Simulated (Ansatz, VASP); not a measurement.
# CuF2 (CuF2 monolayer): VASP beside Ansatz, part 2 of 3

One calculation is typed for both programs; each brings its own data sets. How far apart do they land? The cell is taken from a series of runs on this material, whose earlier steps may have relaxed, scaled, displaced or heated it; both programs get it as it stands.

VASP 6.6.1 and Ansatz 0.2.0.

So far: Starting point; Ansatz: single point, r2SCAN, DFT+U, pair 1.

### Step 3. VASP: single point, r2SCAN, DFT+U, pair 1

Level of this step: r2SCAN, DFT+U (Cu d 3.9 eV), spin-polarised from a ferromagnetic start; plane waves and PAW (Cu, F) (VASP).

The same cell, functional, mesh and smearing now go to VASP, with its own data sets.

Lines of VASP's logs that name or quote its potential files are left out, and so is its time.

The input, INCAR:

```
SYSTEM = CuF2
PREC = Accurate
ENCUT = 580
EDIFF = 1E-06
NELM = 200
ISMEAR = -1
SIGMA = 0.03
LREAL = .FALSE.
ALGO = Normal
METAGGA = R2SCAN
LASPH = .TRUE.
NBANDS = 36
ISPIN = 2
MAGMOM = 0.83 0.83 0.08 0.08 0.08 0.08
LDAU = .TRUE.
LDAUTYPE = 2
LDAUL = 2 -1
LDAUU = 3.9 0
LDAUJ = 0 0
LDAUPRINT = 1
LMAXMIX = 4
LORBIT = 11
LWAVE = .FALSE.
LCHARG = .FALSE.
ISIF = 2
GGA_COMPAT = .FALSE.
LMIXTAU = .TRUE.
KPAR = 2
```

The input, POSCAR:

```
CuF2
1.0
    3.7327980000      3.7327980000      0.0000000000
    0.0000000000      7.4655960000      0.0000000000
    0.0000000000      0.0000000000     15.0000000000
Cu F
2 4
Direct
    0.0000000000      0.0000000000      0.5000000000
    0.0000000000      0.5000000000      0.5000000000
    0.5000000000      0.7500000000      0.5000000000
    0.5000000000      0.2500000000      0.5000000000
    0.0000000000      0.2500000000      0.5000000000
    0.0000000000      0.7500000000      0.5000000000
```

The input, KPOINTS:

```
Automatic mesh
0
Gamma
7 7 1
0 0 0
```

The projector-augmented-wave data sets are Cu and F (PBE family, release 64).

The run is started by

```
mpirun -np 2 vasp_std
```

Numbers of over 12 decimals in the logs are rounded to 6 here.

Output:

```text
[banner, memory and clock lines left out]
running    2 mpi-ranks, on    1 nodes
 distrk:  each k-point on    1 cores,    2 groups
 distr:  one band on    1 cores,    1 groups

 POSCAR found type information on POSCAR CuF
 POSCAR found :  2 types and       6 ions
|                                                                             |
|               ----> ADVICE to this user running VASP <----                  |
|                                                                             |
|     You enforced a specific xc type in the INCAR file but a different       |
|     [... a line on the potential file left out ...]
|     I HOPE YOU KNOW WHAT YOU ARE DOING!                                     |
|                                                                             |

 LDA part: xc-table for (None), standard interpolation
 POSCAR, INCAR and KPOINTS ok, starting setup
 FFT: planning ... GRIDC
 FFT: planning ... GRID_SOFT
 FFT: planning ... GRID
 WAVECAR not read
 entering main loop
       N       E                     dE             d eps       ncg     rms          rms(c)
DAV:   1     0.545348919270E+03    0.54535E+03   -0.19862E+04  1440   0.122E+03
DAV:   2     0.562155366962E+02   -0.48913E+03   -0.43197E+03  1768   0.310E+02
DAV:   3    -0.532831892901E+02   -0.10950E+03   -0.10622E+03  1896   0.171E+02
DAV:   4    -0.586855449440E+02   -0.54024E+01   -0.53771E+01  1904   0.495E+01
DAV:   5    -0.587880093453E+02   -0.10246E+00   -0.10243E+00  1780   0.639E+00    0.146E+01
DAV:   6    -0.486337276638E+02    0.10154E+02   -0.31559E+01  2028   0.997E+01    0.538E+00
DAV:   7    -0.438328544254E+02    0.48009E+01   -0.54985E+00  2148   0.214E+01    0.359E+00
DAV:   8    -0.458750850121E+02   -0.20422E+01   -0.58462E-01  1976   0.161E+01    0.218E+00
DAV:   9    -0.428558632261E+02    0.30192E+01   -0.90734E-01  1988   0.135E+01    0.126E+00
DAV:  10    -0.428077271933E+02    0.48136E-01   -0.20509E-01  2012   0.477E+00    0.544E-01
DAV:  11    -0.428120325366E+02   -0.43053E-02   -0.47720E-02  1904   0.242E+00    0.170E-01
DAV:  12    -0.425472635148E+02    0.26477E+00   -0.35901E-02  1860   0.206E+00    0.115E-01
DAV:  13    -0.421776636482E+02    0.36960E+00   -0.12359E-01  1508   0.294E+00    0.140E-01
DAV:  14    -0.421902711175E+02   -0.12607E-01   -0.49632E-02  1440   0.199E+00    0.142E-01
[...]
DAV:  26    -0.422036686482E+02    0.22914E-03   -0.44241E-05  1456   0.671E-02    0.524E-03
DAV:  27    -0.422045129159E+02   -0.84427E-03   -0.24404E-04  1440   0.145E-01    0.500E-03
DAV:  28    -0.422047415150E+02   -0.22860E-03   -0.17029E-05  1472   0.450E-02    0.481E-03
DAV:  29    -0.422050242159E+02   -0.28270E-03   -0.59117E-05  1504   0.805E-02    0.355E-03
DAV:  30    -0.422054122648E+02   -0.38805E-03   -0.59818E-05  1464   0.756E-02    0.278E-03
DAV:  31    -0.422060992927E+02   -0.68703E-03   -0.13221E-04  1440   0.945E-02    0.286E-03
DAV:  32    -0.422062251254E+02   -0.12583E-03   -0.20848E-05  1440   0.401E-02    0.215E-03
DAV:  33    -0.422062253614E+02   -0.23601E-06   -0.37380E-06  1328   0.213E-02
   1 F= -.42206225E+02 E0= -.42206225E+02  d E =-.264622E-11  mag=     2.0000
```

Parts of OUTCAR (step 3):

```text
ion  position               nearest neighbor table
   1  0.000  0.000  0.500-   3 1.87   5 1.87   6 1.87   4 1.87
   2  0.000  0.500  0.500-   4 1.87   5 1.87   6 1.87   3 1.87
   3  0.500  0.750  0.500-   2 1.87   1 1.87
   4  0.500  0.250  0.500-   1 1.87   2 1.87
   5  0.000  0.250  0.500-   1 1.87   2 1.87
   6  0.000  0.750  0.500-   1 1.87   2 1.87

  LATTYP: Found a simple tetragonal cell.
 ALAT       =     5.2789735572
 C/A-ratio  =     2.8414614768

 Subroutine GETGRP returns: Found 16 space group operations
 (whereof 16 operations were pure point group operations)

The static configuration has the point symmetry D_4h.

 Found     10 irreducible k-points:

   k-points           NKPTS =     10   k-points in BZ     NKDIM =     10   number of bands    NBANDS=     36

   dimension x,y,z NGX =    42 NGY =   60 NGZ =  120
   dimension x,y,z NGXF=    84 NGYF=  120 NGZF=  240

   ENCUT  =  580.0 eV  42.63 Ry    6.53 a.u.  10.37 14.66 29.46*2*pi/ulx,y,z

   NELECT =      50.0000    total number of electrons

 k-points in reciprocal lattice and weights: Automatic mesh
   0.00000000  0.00000000  0.00000000       0.020
   0.14285714  0.00000000  0.00000000       0.082
   0.28571429  0.00000000  0.00000000       0.082
   0.42857143  0.00000000  0.00000000       0.082
   0.00000000  0.14285714  0.00000000       0.082
   0.28571429  0.14285714  0.00000000       0.163
   0.42857143  0.14285714  0.00000000       0.163
   0.00000000  0.28571429  0.00000000       0.082
   0.42857143  0.28571429  0.00000000       0.163
   0.00000000  0.42857143  0.00000000       0.082

atom =   1  type =  1  l = 2

 onsite density matrix

spin component  1

  0.9884  0.0000 -0.0000 -0.0000  0.0000
  0.0000  0.9811  0.0000  0.0000  0.0000
 -0.0000  0.0000  0.9679  0.0000 -0.0000
 -0.0000  0.0000  0.0000  0.9811  0.0000
  0.0000  0.0000 -0.0000  0.0000  1.0373

spin component  2

  0.9884 -0.0000 -0.0000  0.0000 -0.0000
 -0.0000  0.9798 -0.0000  0.0000  0.0000
 -0.0000 -0.0000  0.9599  0.0000 -0.0000
  0.0000  0.0000  0.0000  0.9798  0.0000
 -0.0000  0.0000 -0.0000  0.0000  0.1969

 occupancies and eigenvectors

  o =  0.1969  v =  0.0000  0.0000  0.0000  0.0000  0.0000  0.0000 -0.0000 -0.0000 -0.0000 -1.0000      0.0000  0.0000  0.0000  0.0000  0.0000  0.0000  0.0000  0.0000  0.0000  0.0000
  o =  0.9599  v =  0.0000  0.0000  0.0000  0.0000  0.0000  0.0000  0.0000 -1.0000  0.0000  0.0000      0.0000  0.0000  0.0000  0.0000  0.0000  0.0000  0.0000  0.0000  0.0000  0.0000
  o =  0.9679  v =  0.0000 -0.0000  1.0000 -0.0000  0.0000  0.0000  0.0000  0.0000  0.0000  0.0000      0.0000  0.0000  0.0000  0.0000  0.0000  0.0000  0.0000  0.0000  0.0000  0.0000
  o =  0.9798  v =  0.0000  0.0000  0.0000  0.0000  0.0000  0.0000 -0.9940 -0.0000  0.1098  0.0000      0.0000  0.0000  0.0000  0.0000  0.0000  0.0000  0.0000  0.0000  0.0000  0.0000
  o =  0.9798  v =  0.0000  0.0000  0.0000  0.0000  0.0000  0.0000 -0.1098 -0.0000 -0.9940  0.0000      0.0000  0.0000  0.0000  0.0000  0.0000  0.0000  0.0000  0.0000  0.0000  0.0000
  o =  0.9811  v =  0.0000 -0.9265 -0.0000 -0.3763 -0.0000  0.0000  0.0000  0.0000  0.0000  0.0000      0.0000  0.0000  0.0000  0.0000  0.0000  0.0000  0.0000  0.0000  0.0000  0.0000
  o =  0.9811  v =  0.0000  0.3763  0.0000 -0.9265  0.0000  0.0000  0.0000  0.0000  0.0000  0.0000      0.0000  0.0000  0.0000  0.0000  0.0000  0.0000  0.0000  0.0000  0.0000  0.0000
  o =  0.9884  v =  0.0000  0.0000  0.0000  0.0000  0.0000  1.0000  0.0000  0.0000  0.0000  0.0000      0.0000  0.0000  0.0000  0.0000  0.0000  0.0000  0.0000  0.0000  0.0000  0.0000
  o =  0.9884  v =  1.0000  0.0000  0.0000  0.0000  0.0000  0.0000  0.0000  0.0000  0.0000  0.0000      0.0000  0.0000  0.0000  0.0000  0.0000  0.0000  0.0000  0.0000  0.0000  0.0000
  o =  1.0373  v =  0.0000 -0.0000 -0.0000  0.0000  1.0000  0.0000  0.0000  0.0000  0.0000  0.0000      0.0000  0.0000  0.0000  0.0000  0.0000  0.0000  0.0000  0.0000  0.0000  0.0000

atom =   2  type =  1  l = 2

 onsite density matrix

spin component  1

  0.9884  0.0000 -0.0000 -0.0000 -0.0000
  0.0000  0.9811 -0.0000 -0.0000  0.0000
 -0.0000 -0.0000  0.9679  0.0000  0.0000
 -0.0000 -0.0000  0.0000  0.9811  0.0000
 -0.0000  0.0000  0.0000  0.0000  1.0373

spin component  2

  0.9884 -0.0000 -0.0000  0.0000  0.0000
 -0.0000  0.9798  0.0000 -0.0000 -0.0000
 -0.0000  0.0000  0.9599 -0.0000  0.0000
  0.0000 -0.0000 -0.0000  0.9798 -0.0000
  0.0000 -0.0000  0.0000 -0.0000  0.1969

 occupancies and eigenvectors

  o =  0.1969  v =  0.0000  0.0000  0.0000  0.0000  0.0000  0.0000 -0.0000  0.0000 -0.0000  1.0000      0.0000  0.0000  0.0000  0.0000  0.0000  0.0000  0.0000  0.0000  0.0000  0.0000
  o =  0.9599  v =  0.0000  0.0000  0.0000  0.0000  0.0000  0.0000  0.0000 -1.0000 -0.0000  0.0000      0.0000  0.0000  0.0000  0.0000  0.0000  0.0000  0.0000  0.0000  0.0000  0.0000
  o =  0.9679  v =  0.0000  0.0000  1.0000  0.0000 -0.0000  0.0000  0.0000  0.0000  0.0000  0.0000      0.0000  0.0000  0.0000  0.0000  0.0000  0.0000  0.0000  0.0000  0.0000  0.0000
  o =  0.9798  v =  0.0000  0.0000  0.0000  0.0000  0.0000  0.0000  0.3543  0.0000 -0.9351  0.0000      0.0000  0.0000  0.0000  0.0000  0.0000  0.0000  0.0000  0.0000  0.0000  0.0000
  o =  0.9798  v =  0.0000  0.0000  0.0000  0.0000  0.0000  0.0000  0.9351  0.0000  0.3543  0.0000      0.0000  0.0000  0.0000  0.0000  0.0000  0.0000  0.0000  0.0000  0.0000  0.0000
  o =  0.9811  v =  0.0000 -0.3409  0.0000 -0.9401 -0.0000  0.0000  0.0000  0.0000  0.0000  0.0000      0.0000  0.0000  0.0000  0.0000  0.0000  0.0000  0.0000  0.0000  0.0000  0.0000
  o =  0.9811  v =  0.0000  0.9401 -0.0000 -0.3409  0.0000  0.0000  0.0000  0.0000  0.0000  0.0000      0.0000  0.0000  0.0000  0.0000  0.0000  0.0000  0.0000  0.0000  0.0000  0.0000
  o =  0.9884  v =  0.0000  0.0000  0.0000  0.0000  0.0000  1.0000  0.0000  0.0000  0.0000  0.0000      0.0000  0.0000  0.0000  0.0000  0.0000  0.0000  0.0000  0.0000  0.0000  0.0000
  o =  0.9884  v =  1.0000  0.0000  0.0000  0.0000  0.0000  0.0000  0.0000  0.0000  0.0000  0.0000      0.0000  0.0000  0.0000  0.0000  0.0000  0.0000  0.0000  0.0000  0.0000  0.0000
  o =  1.0373  v =  0.0000  0.0000 -0.0000 -0.0000 -1.0000  0.0000  0.0000  0.0000  0.0000  0.0000      0.0000  0.0000  0.0000  0.0000  0.0000  0.0000  0.0000  0.0000  0.0000  0.0000

 average (electrostatic) potential at core
       1 -81.6661       2 -81.6661       3 -87.3983       4 -87.3983       5 -87.3983
       6 -87.3983

 E-fermi :  -5.0157

 spin component 1
 k-point     1 :       0.0000    0.0000    0.0000
  band No.  band energies     occupation
    ...
     22      -7.6350      1.00000
     23      -7.2748      1.00000
     24      -7.2747      1.00000
     25      -6.8955      1.00000
     26      -5.6890      1.00000
     27      -0.7512      0.00000
     28       1.0179      0.00000
     29       1.4071      0.00000
     30       2.9671      0.00000
     31       2.9731      0.00000
    ...

 k-point     2 :       0.1429    0.0000    0.0000
  band No.  band energies     occupation
    ...
     22      -7.5543      1.00000
     23      -7.4459      1.00000
     24      -7.2789      1.00000
     25      -7.0080      1.00000
     26      -6.0022      1.00000
     27      -0.4074      0.00000
     28       1.1937      0.00000
     29       1.6354      0.00000
     30       2.8934      0.00000
     31       3.1477      0.00000
    ...

 k-point     3 :       0.2857    0.0000    0.0000
  band No.  band energies     occupation
    ...
     22      -7.5431      1.00000
     23      -7.3841      1.00000
     24      -7.2882      1.00000
     25      -7.1811      1.00000
     26      -6.8395      1.00000
     27       0.4944      0.00000
     28       1.6992      0.00000
     29       2.3123      0.00000
     30       2.4137      0.00000
     31       2.7256      0.00000
    ...

 k-point     4 :       0.4286    0.0000    0.0000
  band No.  band energies     occupation
    ...
     22      -7.6839      1.00000
     23      -7.3283      1.00000
     24      -7.2955      1.00000
     25      -7.2567      1.00000
     26      -7.2351      1.00000
     27       1.6186      0.00000
     28       1.9691      0.00000
     29       2.3944      0.00000
     30       2.5918      0.00000
     31       3.3223      0.00000
    ...

 k-point     5 :       0.0000    0.1429    0.0000
  band No.  band energies     occupation
    ...
     22      -7.5810      1.00000
     23      -7.3430      1.00000
     24      -7.2968      1.00000
     25      -6.9597      1.00000
     26      -5.8442      1.00000
     27      -0.5772      0.00000
     28       1.1061      0.00000
     29       1.5213      0.00000
     30       2.9194      0.00000
     31       3.0607      0.00000
    ...

 k-point     6 :       0.2857    0.1429    0.0000
  band No.  band energies     occupation
    ...
     22      -7.6532      1.00000
     23      -7.4306      1.00000
     24      -7.3139      1.00000
     25      -7.1581      1.00000
     26      -6.4176      1.00000
     27       0.0611      0.00000
     28       1.4503      0.00000
     29       1.9757      0.00000
     30       2.5074      0.00000
     31       2.7259      0.00000
    ...

  Total       -0.3063732     -0.3063732     -0.1673145      0.0000000      0.0000000     -0.0000000
  in kB       -1.1742787     -1.1742787     -0.6412893      0.0000000      0.0000000     -0.0000000
  external PRESSURE =      -0.9966155 kB  Pullay stress =       0.0000000 kB

  energy-cutoff  :      580.00
  volume of cell :      418.01
      direct lattice vectors                 reciprocal lattice vectors
     3.732798000  3.732798000  0.000000000     0.267895557  0.000000000  0.000000000
     0.000000000  7.465596000  0.000000000    -0.133947779  0.133947779  0.000000000
     0.000000000  0.000000000 15.000000000     0.000000000  0.000000000  0.066666667

 POSITION                                       TOTAL-FORCE (eV/Angst)
 -----------------------------------------------------------------------------------
      0.00000      0.00000      7.50000         0.000000      0.000000     -0.000000
      0.00000      3.73280      7.50000         0.000000     -0.000000     -0.000000
      1.86640      7.46560      7.50000         0.000000      0.000000      0.000000
      1.86640      3.73280      7.50000         0.000000      0.000000      0.000000
      0.00000      1.86640      7.50000        -0.000000     -0.000000      0.000000
      0.00000      5.59920      7.50000        -0.000000      0.000000      0.000000
 -----------------------------------------------------------------------------------
    total drift:                               -0.000000      0.000000      0.000000

  FREE ENERGIE OF THE ION-ELECTRON SYSTEM (eV)
  ---------------------------------------------------
  free  energy   TOTEN  =       -42.2062253614 eV

  energy  without entropy=      -42.2062253614  energy(sigma->0) =      -42.20622536

 total charge
# of ion       s       p       d       tot
------------------------------------------
    1        0.319   0.368   9.042   9.729
    2        0.319   0.368   9.042   9.729
    3        1.730   4.409   0.000   6.139
    4        1.730   4.409   0.000   6.139
    5        1.730   4.409   0.000   6.139
    6        1.730   4.409   0.000   6.139
--------------------------------------------------
tot          7.556  18.372  18.083  44.011

 magnetization (x)
# of ion       s       p       d       tot
------------------------------------------
    1        0.007   0.009   0.851   0.867
    2        0.007   0.009   0.851   0.867
    3        0.006   0.065   0.000   0.071
    4        0.006   0.065   0.000   0.071
    5        0.006   0.065   0.000   0.071
    6        0.006   0.065   0.000   0.071
--------------------------------------------------
tot          0.036   0.279   1.702   2.018

[... 6 further parts left out ...]
```

### Step 4. Comparison

Known differences besides the potentials themselves: VASP starts from the moments at which Ansatz ended; U acts on the PAW sphere in VASP and on atomic orbitals in Ansatz, so only states and trends compare; VASP keeps PBE cores, Ansatz makes them for the functional; the data sets hold 66 valence electrons in Ansatz (on its default PAW (the set named soft_2) files) and 50 in VASP; the cutoff is 500 eV in Ansatz and 580 eV in VASP; site moments are counted in spheres of each program's own size. Total energies have different zeros and are not compared.

Compared:

```
              quantity  Ansatz   VASP  difference
gap on the k mesh (eV)   1.534  1.957      -0.423
     total moment (μB)    2.00   2.00        0.00
    moment on Cu1 (μB)    0.83   0.87       -0.04
    moment on Cu2 (μB)    0.83   0.87       -0.04
     moment on F3 (μB)    0.08   0.07       +0.01
     moment on F4 (μB)    0.08   0.07       +0.01
     moment on F5 (μB)    0.08   0.07       +0.01
     moment on F6 (μB)    0.08   0.07       +0.01
```

A gap on the mesh is an upper bound, since the band edges may lie between its points. Where the cell holds vacuum, a pressure given here is an average over it and none of the material.

[end of part 2 of 3]

[Lines on the potential files, build, host, timing and source positions are cut from VASP's logs without a mark.]

[Logs are printed without paths, hosts, clocks, repeated set-up lines and the standing remarks that a program may print on its own settings, such as how far it seeks lower states.]

[Hosts, paths, dates, database ids (printed as entryN), source tags and the programs' standing remarks are cut or masked in the printed files.]
